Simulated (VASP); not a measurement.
Here is the system:

```
MgB2
1.0
    1.57108    -2.72119     0.00000
    1.57108     2.72119     0.00000
    0.00000     0.00000     3.57347
Mg B
1 2
Cartesian
  3.14216   0.00000   0.00000
  1.57108   0.90707   1.78673
  1.57108  -0.90707   1.78673
```

These are PW91 GGA, VASP's PBE PAW potentials (set 64) (plane waves; VASP) values and carry that method's errors. Numerical set-up: 520 eV cut-off, 11×11×9 Γ-centred mesh, first-order Methfessel-Paxton smearing of 0.10 eV, potentials Mg B.

### Question
The ions and cell shape at fixed volume are relaxed. What does this cell relax into?

### Answer

```
MgB2
1.0
    1.55890    -2.70009     0.00000
    1.55890     2.70009     0.00000
    0.00000     0.00000     3.62953
Mg B
1 2
Direct
  0.00000   0.00000   0.00000
  0.33333   0.66667   0.50000
  0.66667   0.33333   0.50000
```
Space group P6/mmm (191), at a tolerance of 0.03 Å.

### Question
How much energy does the relaxation gain?

### Answer
The energy (σ→0) changes by -3.8 meV/atom, in 3 ionic steps.

```tsv
step	E(σ→0) (eV)	max force (eV/Å)	pressure (GPa)	volume (Å³)
1	-15.2645	0.000	-8.38	30.55
2	-15.2756	0.000	-7.63	30.55
3	-15.2758	0.000	-7.52	30.55
```

The compound is MgB2 in the AlB2 type structure. This cell is one point of a volume scan, at 1.06 of the reference volume. Symmetry was kept, so distortions that lower it aren't found.
